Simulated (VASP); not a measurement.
**Al2MgC2 (space group P-3m1): computed properties**

These are PBEsol GGA, VASP's PBE PAW potentials (set 64) (plane waves; VASP 6.6.1) values and carry that method's errors.

```json
{
 "space_group": "P-3m1 (164)",
 "cell": "a = 3.3758 Å, b = 3.3758 Å, c = 5.7674 Å, α = 90.00°, β = 90.00°, γ = 120.00°",
 "volume_per_atom": "11.38 Å³/atom",
 "band gap (over mesh and band path)": "1.69 eV",
 "smallest direct gap (over mesh and band path)": "2.98 eV",
 "band_edge_character": "indirect, K-Γ at 0.78 to L-M at 0.33",
 "density": "2.98 g/cm³",
 "optical Γ-point spectrum": "221 (×2), 289, 304 (×2), 384, 485, 565, 646 (×2), 650 (×2) cm⁻¹"
}
```

```
Al2MgC2
1.0
    3.37577     0.00000     0.00000
   -1.68789     2.92350     0.00000
    0.00000     0.00000     5.76738
Mg Al C
1 2 2
Direct
  0.00000   0.00000   0.00000
  0.66667   0.33333   0.35007
  0.33333   0.66667   0.64993
  0.33333   0.66667   0.26927
  0.66667   0.33333   0.73073
```

The structure comes from a computed database's Al2MgC2 entry (P-3m1); how it stands against other phases isn't given here. It was relaxed first. Symmetry was kept, so distortions that lower it aren't found.
